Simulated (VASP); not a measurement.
Consider the following.

```yaml
crystal:
  lattice:
    - [1.14500, -1.98320, 0.00000]
    - [1.14500, 1.98320, 0.00000]
    - [0.00000, 0.00000, 3.58000]
  atoms:
    - { symbol: Be, position: [0.33333, 0.66667, 0.25000] }
    - { symbol: Be, position: [0.66667, 0.33333, 0.75000] }
```

Method: PBE GGA, VASP's PBE PAW potentials (set 64) (plane waves; VASP 6.6.1). Numerical set-up: 300 eV cut-off, 16×16×9 Γ-centred mesh, Fermi-Dirac smearing of 0.10 eV, potentials Be.

Q: Give the energies of bands 1 to 4 at the high-symmetry points, in eV from the Fermi level.

A: 
```json
[
 {"band": "1", "Γ": "-11.17", "M": "-4.90", "K": "-2.41", "A": "-9.01", "L": "-3.52", "H": "-1.10"},
 {"band": "2", "Γ": "-4.25", "M": "-3.11", "K": "-1.02", "A": "-9.01", "L": "-3.52", "H": "-1.10"},
 {"band": "3", "Γ": "1.17", "M": "3.61", "K": "-1.02", "A": "10.72", "L": "1.50", "H": "0.40"},
 {"band": "4", "Γ": "15.54", "M": "6.45", "K": "6.61", "A": "10.72", "L": "1.50", "H": "0.40"}
]
```

It has no gap at this level: it comes out as a metal or semimetal.

The structure is a typed Be crystal (P6_3/mmc). The cell was not relaxed at this level.
